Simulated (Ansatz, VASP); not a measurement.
**P: VASP beside Ansatz**

Aim: how closely do two programs agree when they are given the same cell, functional and k mesh? The structure shown is the start of the Ansatz relaxation below; VASP solves that cell, so the two are compared at the walk's first step.

Method: plane waves, with VASP 6.6.1 beside it; single point at PBEsol, in Ansatz 0.2.0.

### 1. Set-up

The cell holds 4 atoms: 4 P. Cell: a = 3.316 Å, b = 4.379 Å, c = 28.062 Å, α = 90.0°, β = 90.0°, γ = 90.0°. As first built, before any earlier steps moved the atoms (in the runner's words): one layer cut from the layered crystal. Vacuum lies along c. The height across the vacuum is the one that the program set for its solve, not the one typed.

Structure file:

```cif
data_structure
_symmetry_space_group_name_H-M 'P 1'
_symmetry_Int_Tables_number 1
_cell_length_a 3.3164
_cell_length_b 4.3793
_cell_length_c 28.0615
_cell_angle_alpha 90.000
_cell_angle_beta 90.000
_cell_angle_gamma 90.000
_cell_volume 407.55
loop_
_atom_site_label
_atom_site_type_symbol
_atom_site_fract_x
_atom_site_fract_y
_atom_site_fract_z
_atom_site_occupancy
P1 P 0.00000 0.91932 0.36102 1
P2 P 0.00000 0.08068 0.28509 1
P3 P 0.50000 0.58068 0.36102 1
P4 P 0.50000 0.41932 0.28509 1
```

### 2. Ansatz: relaxation, PBEsol

Ansatz runs on its default PAW (the set named soft_2) files.

The two programs are compared at the cell with which this relaxation starts, whose forces are those of its first step.

Contents of input.yaml:

```yaml
crystal:
  lattice:
    - [3.3164, 0.0, 0.0]
    - [0.0, 4.3793, 0.0]
    - [0.0, 0.0, 18.13076816]
  atoms:
    - { symbol: P, position: [0.0, 0.91932, 0.55876111] }
    - { symbol: P, position: [0.0, 0.08068, 0.44123889] }
    - { symbol: P, position: [0.5, 0.58068, 0.55876111] }
    - { symbol: P, position: [0.5, 0.41932, 0.44123889] }
  periodic: [true, true, false]
kpoints:
  mp_grid: { grid: [7, 5, 1] }
scf:
  occupations: { method: fermi_dirac, width: 0.05 }
hamiltonian:
  xc: pbesol
output:
  forces: true
  stress: true
relax:
  f_tol: 0.02
  max_steps: 50
  cell: {}
```

On the command line:

```console
> ansatz run input.yaml --threads 2 --pin off --max-ram 6144MiB --backend cpu --events-out ev --progress --plain --runs-dir out
```

Numbers of over 12 decimals in the logs are rounded to 6 here.

Log:

```text
Warning: crystal.periodic: the lattice vector that does not repeat stood 0.000° off the slab's normal, 18.131 Å along it as the deck builds it. The run solves the slab on a vector along the normal, 28.062 Å long, with every atom where it was (on the deck's vector they left 16.00 Å outside them, and the widest stretch free of ions among them is 2.13 Å). A fractional position that the run reports is one of the run's ce [...]
crystal.periodic: the lattice vector that does not repeat stood 0.000° off the slab's normal, 18.131 Å along it as the deck builds it. The run solves the slab on a vector along the normal, 28.062 Å long, with every atom where it was (on the deck's vector they left 16.00 Å outside them, and the widest stretch free of ions among them is 2.13 Å). A fractional position that the run reports is one of the run's cell, which [...]
Engine: ansatz 0.2.0, aarch64-unknown-linux-gnu
Pseudopotentials: kind: paw
Pseudopotential: P, paw, valence charge 5, recommended cutoff 420 eV (normal), P.paw.azcp
Functional definition: PBEsol
  exchange = pbesol_x
  correlation = pbesol_c
Crystal: 4 atoms, lattice volume = 407.552 Å³
Basis set: ecut = 420 eV, 8013 PW (Γ), exchange–correlation on 48×60×384 points (8 copies of the dense FFT grid, shifted against one another)
Bands: 14, of which v1, the nominal top of the filled ones, is band 10 counted from 1 (9 counted from 0)
Symmetry: 8 space group operations
Space group: Pmna (ITA 53), of the structure as read, at distance tolerance 7.4e-5 Å
k-points: 12 of 35
Non-local potential: P, projectors of the file, l = 0: 2, l = 1: 2, l = 2: 2
PAW form: soft (Blöchl's): semilocal exchange-correlation on the pseudo side does not see the compensation charge
PAW frozen core: P, regenerated for the run's functional, and the local potential with it (the file was generated under x = pbe(κ = 0.804, μ = 0.219515), c = pbe(β = 0.066725))
PAW one-centre angular grid: P, 110 points (default); XC on 64 Gauss nodes
Initial density: superposition of atomic densities (neutral atoms: chi_scale 0, normalization atom), corrected by the library's trained network
Initial wavefunctions: pseudopotential atomic-orbital guess
Functional: x = pbesol(κ = 0.804, μ = 0.123457), c = pbesol(β = 0.046)
SCF iter   1: F=—  HF=-2959.918755 eV  |F-HF|=—  |Δ(HF+E_count)|=         —  Δρ=1.50e-3  dr2=1.08e-2  ethr=1.77e-3  ⟨swp⟩=12.3  Hψ=1764  notcnv=0
preconditioner: auto → Resta (q_TF=auto, 1.651 Å⁻¹)  ε∞=1.9  [insulator: Δε(μ)=0.627 eV  Ē_g=8.803 eV  σ=0.050 eV  W_gap=1.00  n_scr=28 (ndim 8)  ℏωp=8.2 eV  f_vac=0.761  D(μ)=0.00/eV (n_scr^D=0)  ε∞_Penn≈1.9  vacuum switching on, ρ_ref=5.6e-3 e/Å³]
SCF iter   2: F=—  HF=-2959.917098 eV  |F-HF|=—  |Δ(HF+E_count)|=   1.66e-3  Δρ=6.37e-4  dr2=1.45e-3  ethr=5.38e-5  ⟨swp⟩=3.2  Hψ=492  notcnv=0
[...]
Initial density: handed on by an earlier stage of this run
Initial wavefunctions: those handed on with the density
iter 1 solved again at ethr=1.43e-6 eV; its pass at ethr=3.10e-3 eV (dr2=2.86e-4 eV) is discarded
SCF iter   1: F=—  HF=-2959.919966 eV  |F-HF|=—  |Δ(HF+E_count)|=         —  Δρ=2.27e-4  dr2=2.90e-4  ethr=1.43e-6  ⟨swp⟩=4.6  Hψ=1835  notcnv=0
preconditioner: auto → Resta (q_TF=auto, 1.652 Å⁻¹)  ε∞=1.9  [insulator: Δε(μ)=0.665 eV  Ē_g=8.839 eV  σ=0.050 eV  W_gap=1.00  n_scr=28 (ndim 8)  ℏωp=8.2 eV  f_vac=0.758  D(μ)=0.00/eV (n_scr^D=0)  ε∞_Penn≈1.9  vacuum switching on, ρ_ref=5.7e-3 e/Å³]
SCF iter   2: F=—  HF=-2959.919879 eV  |F-HF|=—  |Δ(HF+E_count)|=   8.68e-5  Δρ=9.53e-5  dr2=3.12e-5  ethr=1.43e-6  ⟨swp⟩=2.5  Hψ=267  notcnv=0
SCF iter   3: F=—  HF=-2959.919874 eV  |F-HF|=—  |Δ(HF+E_count)|=   5.18e-6  Δρ=2.64e-5  dr2=1.92e-6  ethr=1.56e-7  ⟨swp⟩=2.8  Hψ=340  notcnv=0
SCF iter   4: F=-2959.919874 eV  HF=-2959.919874 eV  |F-HF|=6.29e-8  |Δ(HF+E_count)|=   4.95e-8  Δρ=6.99e-6  dr2=2.05e-7  ethr=2.00e-9  ⟨swp⟩=7.0  Hψ=888  notcnv=0
SCF 2 converged in 4 iterations: F = -2959.919874 eV  dr2 = 2.05e-7
relax step   2: F+E_penalty+E_count = -2959.91987406 eV  Δ(F+E_penalty+E_count) = -2.634e-3 eV  max|allowed force component| = 4.592e-2 eV/Å  Δτ_max = 0.0039 Å  P = -0.097 N/m  Ω = 406.159 Å³  energy of the carried Pulay correction = +5.295e-5 eV  fix = [c, alpha, beta]  reactions: c +0.000 N/m  (4 SCF iters, dr2 threshold 4.00e-7 eV, accepted)
[...]
relax step   3: F+E_penalty+E_count = -2959.92061609 eV  Δ(F+E_penalty+E_count) = -7.420e-4 eV  max|allowed force component| = 1.796e-2 eV/Å  Δτ_max = 0.0050 Å  P = +0.024 N/m  Ω = 406.574 Å³  energy of the carried Pulay correction = +3.718e-5 eV  fix = [c, alpha, beta]  reactions: c +0.000 N/m  (5 SCF iters, dr2 threshold 1.32e-7 eV, accepted)
[...]
relax step   4: F+E_penalty+E_count = -2959.92094725 eV  Δ(F+E_penalty+E_count) = -3.312e-4 eV  max|allowed force component| = 9.365e-3 eV/Å  Δτ_max = 0.0043 Å  P = -0.025 N/m  Ω = 408.478 Å³  energy of the carried Pulay correction = -3.509e-5 eV  fix = [c, alpha, beta]  reactions: c +0.000 N/m  (5 SCF iters, dr2 threshold 9.82e-9 eV, accepted)
[...]
relax step   5: F+E_penalty+E_count = -2959.92099554 eV  Δ(F+E_penalty+E_count) = -4.829e-5 eV  max|allowed force component| = 9.360e-3 eV/Å  Δτ_max = 0.0000 Å  P = -0.024 N/m  Ω = 408.478 Å³  fix = [c, alpha, beta]  reactions: c +0.000 N/m  stress off target by 3.18e-2 N/m on what of the cell is left free  SCF on the basis re-selected at this cell (its energy is not comparable with the rows above)  (6 SCF iters)
basis re-selected at this cell: Δ(F+E_penalty+E_count) = -4.829e-5 eV, ΔP = +0.001 N/m vs the last step (what re-selecting the basis moved, of the pressure what is left beyond the Pulay correction that the steps carried, after the strain that the cell walked since its last selection, with what the two solves' SCF thresholds leave and, on support functions, any second-order correction that the steps lacked; it is no m [...]
SCF converged after 6 iterations
Free energy (F): -2959.920996 eV
Harris-Foulkes:  -2959.920996 eV  (|F-HF|=4.77e-10)
Internal energy: -2959.920948 eV  (E = F + TS)
E sigma→0 (E₀):  -2959.920972 eV
Entropy (-TS):   -0.000048 eV (-0.012 meV/atom)
Fermi energy:    -4.571471 eV
--- Per-component energies (eV) ---
  E_band       = -223.641541
  E_kinetic    = 280.157298
  E_local      = -14259.935257  (includes V_loc(G=0)·N_el)
  E_nonlocal   = 136.502100
  E_hartree    = 6945.747991
  E_xc         = -242.916730
  E_vxc        = -241.252610  (∫ρ·V_xc dr)
  E_paw        = -2216.503641  (= ΣΔE_a)
  E_vpaw       = -30.609091  (= ΣTr[D̂ρ^β])
  E_aug_tail   = 0.000012  (compensation charges beyond the density's cutoff)
  E_ewald      = 6396.842894
  E_core_change = 0.184384  (= ΣΔE_core)
  E_smearing   = -0.000048  (= −TS)
  E_closure    = 0.000000  (closes the sum)
  Σ components = -2959.920996   (vs F -2959.920996, Δ=0.00e0)
--- Forces (eV/Å), atoms counted from 1 ---
  atom   1  P      0.00000000    -0.00936014     0.00065334
  atom   2  P      0.00000000     0.00936014    -0.00065334
  atom   3  P      0.00000000     0.00936014     0.00065334
  atom   4  P      0.00000000    -0.00936014    -0.00065334
  max |Σ_I F_I| component: 1.73e-18 eV/Å
--- 2D stress c σ (N/m, compression-positive) ---
       -0.031762       0.000000       0.000000
        0.000000      -0.015567       0.000000
        0.000000       0.000000       0.000000
  P = ½ c Tr σ = -0.0237 N/m
--- Relaxed structure (4 steps of the walk, 4 accepted, 1 SCFs on fresh bases) ---
  F+E_penalty+E_count = -2959.92099554 eV   max|allowed force component| = 9.360e-3 eV/Å   (the final SCF, on the basis selected at the relaxed cell)
  cell:  # Å, volume = 408.4776 Å³
    - [3.291891, 0.0, 0.0]
    - [0.0, 4.421926, 0.0]
    - [0.0, 0.0, 28.061536]
  atoms:
    - { symbol: P, position: [0, 0.917975, 0.360717] }
    - { symbol: P, position: [0, 0.082025, 0.285390] }
    - { symbol: P, position: [0.5, 0.582025, 0.360717] }
    - { symbol: P, position: [0.5, 0.417975, 0.285390] }
```

### 3. VASP: single point, PBEsol, start cell

The same cell, functional, mesh and smearing now go to VASP, with its own data sets.

Lines of VASP's logs that name or quote its potential files are left out, and so is its time.

Contents of INCAR:

```
SYSTEM = P
PREC = Accurate
ENCUT = 400
EDIFF = 1E-06
NELM = 120
ISMEAR = -1
SIGMA = 0.05
LREAL = .FALSE.
ALGO = Normal
GGA = PS
NBANDS = 16
LORBIT = 11
LWAVE = .FALSE.
LCHARG = .FALSE.
ISIF = 2
LDIPOL = .TRUE.
IDIPOL = 3
DIPOL = 0.5 0.5 0.323
LVHAR = .TRUE.
LASPH = .TRUE.
GGA_COMPAT = .FALSE.
EFERMI = MIDGAP
NELMDL = -8
```

Contents of POSCAR:

```
P
1.0
    3.3164000000      0.0000000000      0.0000000000
    0.0000000000      4.3793000000      0.0000000000
    0.0000000000      0.0000000000     28.0615360000
P
4
Direct
    0.0000000000      0.9193199826      0.3610197247
    0.0000000000      0.0806800174      0.2850877443
    0.5000000000      0.5806800174      0.3610197247
    0.5000000000      0.4193199826      0.2850877443
```

Contents of KPOINTS:

```
Automatic mesh
0
Gamma
7 5 1
0 0 0
```

PAW data sets: P (PBE family, release 64).

On the command line:

```console
> mpirun -np 1 vasp_std
```

Log:

```text
[banner, memory and clock lines left out]
running    1 mpi-ranks, on    1 nodes
 distrk:  each k-point on    1 cores,    1 groups
 distr:  one band on    1 cores,    1 groups

 POSCAR found type information on POSCAR P
 POSCAR found :  1 types and       4 ions
|                                                                             |
|               ----> ADVICE to this user running VASP <----                  |
|                                                                             |
|     You enforced a specific xc type in the INCAR file but a different       |
|     [... a line on the potential file left out ...]
|     I HOPE YOU KNOW WHAT YOU ARE DOING!                                     |
|                                                                             |

 LDA part: xc-table for (Slater+PW92), standard interpolation
 POSCAR, INCAR and KPOINTS ok, starting setup
 FFT: planning ... GRIDC
 FFT: planning ... GRID_SOFT
 FFT: planning ... GRID
 WAVECAR not read
 entering main loop
       N       E                     dE             d eps       ncg     rms          rms(c)
DAV:   1     0.130826338803E+03    0.13083E+03   -0.53032E+03   384   0.687E+02
DAV:   2    -0.702713208853E+01   -0.13785E+03   -0.13067E+03   664   0.144E+02
DAV:   3    -0.227322871159E+02   -0.15705E+02   -0.15650E+02   504   0.598E+01
DAV:   4    -0.230579224383E+02   -0.32564E+00   -0.32452E+00   576   0.110E+01
DAV:   5    -0.230668227202E+02   -0.89003E-02   -0.88976E-02   608   0.168E+00
DAV:   6    -0.230670307923E+02   -0.20807E-03   -0.20807E-03   560   0.217E-01
DAV:   7    -0.230670361347E+02   -0.53425E-05   -0.53421E-05   640   0.320E-02
DAV:   8    -0.230670362393E+02   -0.10459E-06   -0.10481E-06   504   0.351E-03    0.996E+00
DAV:   9    -0.229067156467E+02    0.16032E+00   -0.85473E-02   496   0.156E+00    0.583E+00
DAV:  10    -0.228304629996E+02    0.76253E-01   -0.15613E-01   520   0.212E+00    0.286E-01
DAV:  11    -0.228297586923E+02    0.70431E-03   -0.12160E-02   520   0.699E-01    0.154E-01
DAV:  12    -0.228295994377E+02    0.15925E-03   -0.59730E-04   616   0.147E-01    0.103E-01
DAV:  13    -0.228291671717E+02    0.43227E-03   -0.49816E-04   512   0.111E-01    0.542E-02
DAV:  14    -0.228290977986E+02    0.69373E-04   -0.96896E-05   528   0.483E-02    0.322E-02
[...]
DAV:  18    -0.228298663581E+02   -0.11822E-03   -0.13386E-05   464   0.142E-02    0.218E-02
DAV:  19    -0.228298878814E+02   -0.21523E-04   -0.17228E-06   464   0.674E-03    0.333E-03
DAV:  20    -0.228299162765E+02   -0.28395E-04   -0.15438E-06   320   0.597E-03    0.524E-03
DAV:  21    -0.228299356002E+02   -0.19324E-04   -0.64196E-07   416   0.330E-03    0.378E-03
DAV:  22    -0.228299473740E+02   -0.11774E-04   -0.35203E-07   424   0.221E-03    0.865E-04
DAV:  23    -0.228299564391E+02   -0.90652E-05   -0.36999E-07   416   0.206E-03    0.108E-03
DAV:  24    -0.228299599963E+02   -0.35571E-05   -0.10627E-07   408   0.111E-03    0.302E-04
DAV:  25    -0.228299607051E+02   -0.70885E-06   -0.76949E-09   368   0.361E-04
   1 F= -.22829961E+02 E0= -.22829924E+02  d E =-.728849E-04
```

Parts of OUTCAR (step 3):

```text
ion  position               nearest neighbor table
   1  0.000  0.919  0.361-   3 2.22   3 2.22   2 2.24
   2  0.000  0.081  0.285-   4 2.22   4 2.22   1 2.24
   3  0.500  0.581  0.361-   1 2.22   1 2.22   4 2.24
   4  0.500  0.419  0.285-   2 2.22   2 2.22   3 2.24

  LATTYP: Found a simple orthorhombic cell.
 ALAT       =     3.3164000000
 B/A-ratio  =     1.3204981305
 C/A-ratio  =     8.4614449403

 Subroutine GETGRP returns: Found  8 space group operations
 (whereof  2 operations were pure point group operations)

The static configuration has the point symmetry C_1h.
 The point group associated with its full space group is D_2h.

 Found     12 irreducible k-points:

   k-points           NKPTS =     12   k-points in BZ     NKDIM =     12   number of bands    NBANDS=     16

   dimension x,y,z NGX =    24 NGY =   30 NGZ =  192
   dimension x,y,z NGXF=    48 NGYF=   60 NGZF=  384

   ENCUT  =  400.0 eV  29.40 Ry    5.42 a.u.   5.41  7.14 45.76*2*pi/ulx,y,z

   NELECT =      20.0000    total number of electrons

 k-points in reciprocal lattice and weights: Automatic mesh
   0.00000000  0.00000000  0.00000000       0.029
   0.14285714  0.00000000  0.00000000       0.057
   0.28571429  0.00000000  0.00000000       0.057
   0.42857143  0.00000000  0.00000000       0.057
   0.00000000  0.20000000  0.00000000       0.057
   0.14285714  0.20000000  0.00000000       0.114
   0.28571429  0.20000000  0.00000000       0.114
   0.42857143  0.20000000  0.00000000       0.114
   0.00000000  0.40000000  0.00000000       0.057
   0.14285714  0.40000000  0.00000000       0.114
   0.28571429  0.40000000  0.00000000       0.114
   0.42857143  0.40000000  0.00000000       0.114

 dipolmoment           0.000000      0.000000      0.000000 electrons x Angstroem

 average (electrostatic) potential at core
       1 -91.7272       2 -91.7272       3 -91.7272       4 -91.7272

 E-fermi :  -2.4993

 k-point     1 :       0.0000    0.0000    0.0000
  band No.  band energies     occupation
    ...
      6      -7.3142      2.00000
      7      -6.4329      2.00000
      8      -4.7811      2.00000
      9      -4.6869      2.00000
     10      -2.8319      1.99742
     11      -2.1774      0.00319
     12      -1.4586      0.00000
     13      -0.2472      0.00000
     14       0.6080      0.00000
     15       1.5597      0.00000
    ...

 k-point     2 :       0.1429    0.0000    0.0000
  band No.  band energies     occupation
    ...
      6      -7.4223      2.00000
      7      -7.3957      2.00000
      8      -5.5593      2.00000
      9      -4.6637      2.00000
     10      -2.9337      1.99966
     11      -1.9439      0.00003
     12      -0.5421      0.00000
     13       0.2861      0.00000
     14       1.1356      0.00000
     15       1.7821      0.00000
    ...

 k-point     3 :       0.2857    0.0000    0.0000
  band No.  band energies     occupation
    ...
      6      -7.9701      2.00000
      7      -6.7791      2.00000
      8      -5.6907      2.00000
      9      -4.6070      2.00000
     10      -3.5590      2.00000
     11      -1.8481      0.00000
     12      -1.2659      0.00000
     13      -0.1759      0.00000
     14       0.3330      0.00000
     15       1.3203      0.00000
    ...

  Total       -0.5812362     -0.1093231     -0.5436574     -0.0000000      0.0000000      0.0000000
  in kB       -2.2849683     -0.4297732     -2.1372377     -0.0000000      0.0000000      0.0000000
  external PRESSURE =      -1.6173264 kB  Pullay stress =       0.0000000 kB

  energy-cutoff  :      400.00
  volume of cell :      407.55
      direct lattice vectors                 reciprocal lattice vectors
     3.316400000  0.000000000  0.000000000     0.301531781  0.000000000  0.000000000
     0.000000000  4.379300000  0.000000000     0.000000000  0.228346996  0.000000000
     0.000000000  0.000000000 28.061536000     0.000000000  0.000000000  0.035635968

 POSITION                                       TOTAL-FORCE (eV/Angst)
 -----------------------------------------------------------------------------------
      0.00000      4.02598     10.13077        -0.000000     -0.015148     -0.125579
      0.00000      0.35332      8.00000         0.000000      0.015148      0.125579
      1.65820      2.54297     10.13077         0.000000      0.015148     -0.125579
      1.65820      1.83633      8.00000        -0.000000     -0.015148      0.125579
 -----------------------------------------------------------------------------------
    total drift:                               -0.000000     -0.000000      0.000012

  FREE ENERGIE OF THE ION-ELECTRON SYSTEM (eV)
  ---------------------------------------------------
  free  energy   TOTEN  =       -22.8299607051 eV

  energy  without entropy=      -22.8298878202  energy(sigma->0) =      -22.82992426

 vacuum level on the upper side and lower side of the slab         2.044         2.044

 total charge
# of ion       s       p       d       tot
------------------------------------------
    1        1.078   1.374   0.000   2.452
    2        1.078   1.374   0.000   2.452
    3        1.078   1.374   0.000   2.452
    4        1.078   1.374   0.000   2.452
--------------------------------------------------
tot          4.310   5.497   0.000   9.807

[... 3 further parts left out ...]
```

### 4. Differences

Known differences besides the potentials themselves: Ansatz cuts the interaction across the vacuum, VASP repeats the sheet with a dipole correction; the cutoff is 420 eV in Ansatz and 400 eV in VASP; Ansatz makes its cores anew for this functional, VASP keeps those of its PBE data sets. Total energies have different zeros and are not compared.

Forces (eV/Å; atoms numbered as in POSCAR):

```
atom         Ansatz x, y, z           VASP x, y, z
  P1  0.000, -0.003, -0.110  0.000, -0.015, -0.126
  P2    0.000, 0.003, 0.110    0.000, 0.015, 0.126
  P3   0.000, 0.003, -0.110   0.000, 0.015, -0.126
  P4   0.000, -0.003, 0.110   0.000, -0.015, 0.126
```

The forces differ by 11 meV/Å r.m.s., which is 15.7 % of the r.m.s. force of 0.073 eV/Å (both taken over all components). With vacuum in the cell, a pressure given here is an average over mostly empty space and none of the material.

### 5. Results

```json
{
 "r.m.s. force difference (single point, PBEsol, start cell)": "11 meV/Å"
}
```

The r.m.s. force difference is 11 meV/Å (single point, PBEsol, start cell), at about the 12 meV/Å picked in this series as the mark of a large difference. 1 further run of this series is not shown here. Such differences can come from data sets, numerical settings and the points named under the comparisons, not from the functional's error against experiment.

[Lines on the potential files, build, host, timing and source positions are cut from VASP's logs without a mark.]

[Logs are printed without paths, hosts, clocks, repeated set-up lines and the standing remarks that a program may print on its own settings, such as how far it seeks lower states.]

[Hosts, paths, dates, database ids (printed as entryN), source tags and the programs' standing remarks are cut or masked in the printed files.]
